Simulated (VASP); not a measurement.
The system is Ga4PN3.

```
Ga N P
1.0
    -2.37158    2.37158    0.00000
    -2.37158   -4.74316    2.37158
     2.37158    2.37158    4.74316
Ga N P
4 3 1
Direct
  0.00000 0.00000 0.00000
  0.75000 0.50000 0.25000
  0.50000 0.00000 0.50000
  0.25000 0.50000 0.75000
  0.56250 0.12500 0.18750
  0.31250 0.62500 0.43750
  0.06250 0.12500 0.68750
  0.81250 0.62500 0.93750
```

The cell comes from a database or a generator and needn't be the stable form of this composition.

| Quantity | Value |
| --- | --- |
| Program | VASP 6.6.1 |
| Task | relaxation of cell and atoms |
| Functional | PBEsol |
| Potentials or basis | VASP PAW PBE potentials, release 64 (Ga_d, N, P) |
| Cutoff | 600 eV |
| k mesh | 3 × 3 × 2 |
| Occupations | gaussian, width 0.02 eV |
| Spin | no spin polarisation |

At the start: pressure 5.0 GPa; volume 13.34 Å³/atom.

Problem. How do energy, volume and symmetry change on relaxing?

Solution. Over 18 steps the energy falls by 233.2 meV/atom and the volume is 13.33 Å³/atom (-0.1 %); space group Cm (No. 8, to 0.05 Å).

The path:
| step | energy change (eV) | largest force (eV/Å) | pressure (GPa) | volume (Å³) |
| --- | --- | --- | --- | --- |
| 1 | 0.0000 | 5.9822 | 4.95 | 106.71 |
| 2 | -1.5291 | 1.0874 | -6.93 | 113.20 |
| 3 | -1.6169 | 0.9229 | -5.33 | 111.73 |
| 4 | -1.6178 | 0.9377 | -5.52 | 111.86 |
| 5 | -1.7896 | 0.7403 | 2.69 | 105.10 |
| 6 | -1.7936 | 0.7547 | 1.51 | 105.94 |
| 7 | -1.8495 | 0.2620 | 0.66 | 106.20 |
| 8 | -1.8507 | 0.2626 | 0.57 | 106.24 |
| 9 | -1.8594 | 0.1454 | -0.45 | 106.97 |
| 10 | -1.8595 | 0.1503 | -0.58 | 107.07 |
| 11 | -1.8637 | 0.0994 | 0.07 | 106.65 |
| 12 | -1.8640 | 0.0846 | 0.21 | 106.54 |
| 13 | -1.8651 | 0.0413 | -0.07 | 106.69 |
| 14 | -1.8651 | 0.0421 | -0.04 | 106.68 |
| 15 | -1.8653 | 0.0266 | -0.03 | 106.65 |
| 16 | -1.8653 | 0.0184 | -0.04 | 106.66 |
| 17 | -1.8653 | 0.0197 | -0.03 | 106.66 |
| 18 | -1.8653 | 0.0084 | 0.08 | 106.61 |

Final structure:
```xyz
8
Lattice="-2.3682 2.3682 0.0000 -2.3811 -4.7493 2.3583 2.3836 2.3836 4.7370" Properties=species:S:1:pos:R:3 pbc="T T T"
Ga   -0.1594   -0.1594    0.1583
Ga   -2.2709    0.0973    2.4968
Ga   -2.3300   -2.3300    4.6828
Ga    0.0232    0.0232    4.4517
N    -1.1885    1.1797    1.2848
N    -1.1780   -1.1780    3.5389
N     1.2064    1.2064    3.4550
P    -1.1948    1.1734    5.9495
```

Caveat: the k mesh is coarse (spacing up to 0.65 Å⁻¹), so the values aren't converged; the PAW data sets were made with another functional, which shifts forces and pressure a little.
